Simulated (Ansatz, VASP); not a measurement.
# Ti (Titanium): VASP beside Ansatz

Aim: how closely do two programs agree when they are given the same cell, functional and k mesh? The cell is taken from a series of runs on this material, whose earlier steps may have relaxed, scaled, displaced or heated it; both programs get it as it stands.

Main program and level: Ansatz 0.2.0; plane waves, with VASP 6.6.1 beside it; zone-centre phonons at PBEsol.

## Step 1: The structure

It takes space group P6_3/mmc (No. 194, hexagonal). Conventional cell: a = 2.918 Å, b = 2.918 Å, c = 4.497 Å, α = 90.00°, β = 90.00°, γ = 120.00°. Nearest to Ti lie 12 Ti at 2.81 to 2.92 Å.

As a file:

```cif
data_structure
_symmetry_space_group_name_H-M 'P 1'
_symmetry_Int_Tables_number 1
_cell_length_a 2.9182
_cell_length_b 2.9182
_cell_length_c 4.4970
_cell_angle_alpha 90.000
_cell_angle_beta 90.000
_cell_angle_gamma 120.000
_cell_volume 33.17
loop_
_atom_site_label
_atom_site_type_symbol
_atom_site_fract_x
_atom_site_fract_y
_atom_site_fract_z
_atom_site_occupancy
Ti1 Ti 0.33333 0.66667 0.25000 1
Ti2 Ti 0.66667 0.33333 0.75000 1
```

## Step 2: Ansatz: zone-centre phonons, PBEsol

Ansatz runs on its PAW soft_1 files.

Second derivatives magnify differences that forces hide, and they need a tight electronic threshold.

Input file input.yaml:

```yaml
crystal:
  lattice:
    - [2.9182456679, 0.0, 0.0]
    - [-1.4591228339, 2.5272748829, 0.0]
    - [0.0, 0.0, 4.4969655984]
  atoms:
    - { symbol: Ti, position: [0.3333331377, 0.6666668623, 0.25] }
    - { symbol: Ti, position: [0.6666668623, 0.3333331377, 0.75] }
kpoints:
  mp_grid: { grid: [18, 18, 12] }
hamiltonian:
  xc: pbesol
  pseudopotentials: { kind: paw, azcp: { folder: soft_1 }, xc_functional: pbe }
scf:
  occupations: { method: methfessel_paxton, width: 0.2 }
output:
  eigenvalues: true
phonons:
  method: dfpt
```

Run with:

```sh
$ ansatz run input.yaml --threads 4 --pin off --max-ram 10240MiB --backend cpu --events-out ev --progress --plain --runs-dir out
```

Numbers of over 12 decimals in the logs are rounded to 6 here.

The log of the run:

```text
Warning: the atoms were moved onto the symmetric positions of the space group found under crystal.symmetry.tolerance 1.0e-5 (fractional; no operation is sought that the atoms, as they stand in a round, miss by more than twice it, and no atom is moved by as much as it), and the run uses the moved positions. Before a round's move an operation carried an atom to 1.71e-6 Å from where it should land, the largest such dist [...]
zone centre: on kpoints.mp_grid the ground state, and the responses unless they are solved on pairs of k-points, stand on 637 of the mesh's 3888 k-points, reduced under 4 symmetry operations, with k and −k counted as one. Each operation leaves every solved displacement unchanged or reverses it
Engine: ansatz 0.2.0, aarch64-unknown-linux-gnu
Pseudopotentials: kind: paw
Pseudopotential: Ti, paw, valence charge 12, recommended cutoff 420 eV (normal), soft_1/Ti.paw.azcp
Functional definition: PBEsol
  exchange = pbesol_x
  correlation = pbesol_c
Crystal: 2 atoms, lattice volume = 33.166 Å³
Basis set: ecut = 420 eV, 627 PW (Γ), exchange–correlation on 40×40×64 points (8 copies of the dense FFT grid, shifted against one another)
Bands: 16, of which v1, the nominal top of the filled ones, is band 12 counted from 1 (11 counted from 0)
Symmetry: 24 space group operations
k-points: 637 of 3888 (irreducible under 4 space group operations, time reversal used)
Non-local potential: Ti, projectors of the file, l = 0: 3, l = 1: 2, l = 2: 3, l = 3: 1
PAW form: soft (Blöchl's): semilocal exchange-correlation on the pseudo side does not see the compensation charge
PAW frozen core: Ti, regenerated for the run's functional, and the local potential with it (the file was generated under x = pbe(κ = 0.804, μ = 0.219515), c = pbe(β = 0.066725))
PAW one-centre angular grid: Ti, 590 points (default); XC on 64 Gauss nodes
Initial density: superposition of atomic densities (chi_scale 0.1, normalization cell)
Initial wavefunctions: pseudopotential atomic-orbital guess
Functional: x = pbesol(κ = 0.804, μ = 0.123457), c = pbesol(β = 0.046)
SCF iter   1: F=—  HF=-4948.261192 eV  |F-HF|=—  |Δ(HF+E_count)|=         —  Δρ=6.43e-2  dr2=1.40e0  ethr=3.10e-3  ⟨swp⟩=4.3  Hψ=89314  notcnv=0
automatic band count: the SCF goes on with 20 bands, as 16 were too few: they end inside the smearing window of the response
preconditioner: auto → none  [metal: Δε(μ)=0.003 eV  Ē_g=4.761 eV  σ=0.200 eV  W_gap=0.01  n_scr=8 (ndim 8)  ℏωp=18.2 eV  f_vac=0.000  D(μ)=1.52/eV (n_scr^D=22)  sad-step TF]
SCF iter   2: F=—  HF=-4947.947634 eV  |F-HF|=—  |Δ(HF+E_count)|=   3.14e-1  S|Δr|=    0.00e0  Δρ=3.67e-2  dr2=4.79e-1  ethr=3.10e-3  ⟨swp⟩=2.0  Hψ=21467  notcnv=0  defer=857
SCF iter   3: F=—  HF=-4947.792143 eV  |F-HF|=—  |Δ(HF+E_count)|=   1.55e-1  S|Δr|=    0.00e0  Δρ=1.47e-3  dr2=3.40e-4  ethr=2.00e-3  ⟨swp⟩=2.8  Hψ=22151  notcnv=0  defer=857
SCF iter   4: F=—  HF=-4947.792200 eV  |F-HF|=—  |Δ(HF+E_count)|=   5.75e-5  S|Δr|=    0.00e0  Δρ=1.07e-4  dr2=2.28e-6  ethr=1.42e-6  ⟨swp⟩=2.4  Hψ=22524  notcnv=0  defer=812
SCF iter   5: F=—  HF=-4947.792207 eV  |F-HF|=—  |Δ(HF+E_count)|=   6.33e-6  S|Δr|=    0.00e0  Δρ=6.15e-5  dr2=9.42e-7  ethr=9.50e-9  ⟨swp⟩=2.0  Hψ=20679  notcnv=0  defer=812
SCF iter   6: F=—  HF=-4947.792206 eV  |F-HF|=—  |Δ(HF+E_count)|=   3.02e-7  S|Δr|=    0.00e0  Δρ=8.84e-6  dr2=1.43e-8  ethr=3.92e-9  ⟨swp⟩=3.0  Hψ=20171  notcnv=0  defer=812
SCF iter   7: F=—  HF=-4947.792206 eV  |F-HF|=—  |Δ(HF+E_count)|=   6.03e-9  S|Δr|=    0.00e0  Δρ=9.45e-7  dr2=2.37e-10  ethr=5.94e-11  ⟨swp⟩=3.0  Hψ=20522  notcnv=0  defer=812
SCF iter   8: F=-4947.792206 eV  HF=-4947.792206 eV  |F-HF|=1.82e-12  |Δ(HF+E_count)|=  1.00e-10  S|Δr|=    0.00e0  Δρ=3.93e-8  dr2=1.61e-13  ethr=1.00e-12  ⟨swp⟩=8.9  Hψ=50762  notcnv=0
SCF 1 converged in 8 iterations: F = -4947.792206 eV  dr2 = 1.61e-13
  greatest PAW one-centre occupation: 0.999 electrons in one spin orbital (limit 2), on the Ti atom at site 1 (counted from 0), in its partial waves of l = 0
DFPT response loops at Γ: preconditioner auto → Kerker (q_TF=auto, 2.585 Å⁻¹) (partly filled bands, converged f_vac=0.000); β = 1.00, the filter's whole step (`scf.mixing.beta` (0.50) is not read by the response loops under this deck's `scf.mixing.preconditioner`; to damp them name `kerker` or `kerker_dos`, under which they read `scf.mixing.beta`, and type it under 1.00, their step now; both keys bind the ground state too); Broyden in place of MSR1
SCF converged after 8 iterations
Stability not checked: this state was not tested for a lower state beside it, because cold or Methfessel-Paxton smearing, or corrected tetrahedra, fill the levels in a way that the test cannot read (fill_not_monotonic; see scf.lower_state_search)
Free energy (F): -4947.792206 eV
Harris-Foulkes:  -4947.792206 eV  (|F-HF|=1.82e-12)
Internal energy: -4947.796838 eV  (E = F + TS)
E sigma→0 (E₀):  -4947.793364 eV
Entropy (-TS):   0.004632 eV (2.316 meV/atom)
Fermi energy:    13.922770 eV
Step filling:    the computed levels leave a gap of 0.0000 eV = 0.0 smearing widths at the electron count; against every level under it full and every level over it empty, smearing changes F+E_penalty+E_count by +1.842 meV and its σ→0 estimate by +0.684 meV
--- Per-component energies (eV) ---
  E_band       = -299.154186
  E_kinetic    = 564.033330
  E_local      = -1696.981344  (includes V_loc(G=0)·N_el)
  E_nonlocal   = 123.919453
  E_hartree    = 674.196158
  E_xc         = -231.021039
  E_vxc        = -290.665440  (∫ρ·V_xc dr)
  E_paw        = -2034.862576  (= ΣΔE_a)
  E_vpaw       = -347.852347  (= ΣTr[D̂ρ^β])
  E_aug_tail   = -0.000161  (compensation charges beyond the density's cutoff)
  E_ewald      = -2347.359427
  E_core_change = 0.278769  (= ΣΔE_core)
  E_smearing   = 0.004632  (= −TS)
  E_closure    = -0.000000  (closes the sum)
  Σ components = -4947.792206   (vs F -4947.792206, Δ=0.00e0)
--- Band table (eV; the first three rows and the last of 637) ---
  k-point 0: bands = [... 8 lower, 7.6175, 11.1018, 14.6626, 14.6626, 15.0110, 15.0721, 15.2524, 15.2524, ... 4 higher]
  k-point 1: bands = [... 8 lower, 7.6813, 11.0842, 14.6161, 14.6161, 14.9442, 14.9733, 15.2098, 15.2098, ... 4 higher]
  k-point 2: bands = [... 8 lower, 7.8701, 11.0154, 14.5261, 14.5261, 14.6323, 14.8644, 15.0955, 15.0955, ... 4 higher]
  k-point 636: bands = [... 8 lower, 11.8101, 11.8101, 13.3218, 13.3218, 13.7915, 13.7915, 15.5294, 15.5294, ... 4 higher]
--- Phonons (Γ-DFPT): 2 representative perturbations + reference, on 637 of 3888 k-points (Σ response iterations 6) ---
  k mesh reduced under 4 symmetry operations, with k and −k counted as one. Each operation leaves every solved displacement unchanged or reverses it
  ASR residual: 1.002e-5 → 0.000e0 eV/Å²; symmetrization residual: 4.524e-10 eV/Å²
  ASR residual per site (eV/Å²): 1.00e-5 1.00e-5
  Γ frequencies (cm⁻¹): 0.00 0.00 0.00 130.40 130.40 218.76
  non-analytic LO–TO correction: not included (Born effective charges unavailable; polar crystals: no LO–TO splitting at Γ)
```

In the SCF lines HF is the Harris–Foulkes energy and dr2 the Hartree energy of the density residual, in eV; the loop may stop once dr2 is under the threshold and the program's other checks hold. Hψ counts applications of the Hamiltonian.

[end of part 1 of 2]

[Lines on the potential files, build, host, timing and source positions are cut from VASP's logs without a mark.]

[Logs are printed without paths, hosts, clocks, repeated set-up lines and the standing remarks that a program may print on its own settings, such as how far it seeks lower states.]

[Hosts, paths, dates, database ids (printed as entryN), source tags and the programs' standing remarks are cut or masked in the printed files.]
